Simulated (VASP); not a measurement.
Data:

```yaml
crystal:
  lattice:
    - [1.84303, 1.06407, 7.38241]
    - [-1.84303, 1.06407, 7.38241]
    - [0.00000, -2.12814, 7.38241]
  atoms:
    - { symbol: K, position: [0.50000, 0.50000, 0.50000] }
    - { symbol: Zr, position: [0.00000, 0.00000, 0.00000] }
    - { symbol: S, position: [0.73437, 0.73437, 0.73437] }
    - { symbol: S, position: [0.26563, 0.26563, 0.26563] }
```

Method: PBEsol GGA, VASP's PBE PAW potentials (set 64) (plane waves; VASP). Numerical set-up: 400 eV cut-off, 11×11×11 Γ-centred mesh, tetrahedra with Blöchl corrections, potentials K_sv Zr_sv S.

The cores are frozen, which limits the accuracy of field gradients.

Question: Give the principal components of the electric field gradient (V/Å²) and the asymmetry η at each nucleus.

Answer: 
```json
[
 {"atom": "K1", "Vxx": "13.9", "Vyy": "13.9", "Vzz": "-27.9", "η": "0.00"},
 {"atom": "Zr2", "Vxx": "11.2", "Vyy": "11.2", "Vzz": "-22.4", "η": "0.00"},
 {"atom": "S3", "Vxx": "1.9", "Vyy": "1.9", "Vzz": "-3.7", "η": "0.00"},
 {"atom": "S4", "Vxx": "1.9", "Vyy": "1.9", "Vzz": "-3.7", "η": "0.00"}
]
```

The structure comes from a computed database's KZrS2 entry (R-3m); how it stands against other phases isn't given here. It was relaxed first.
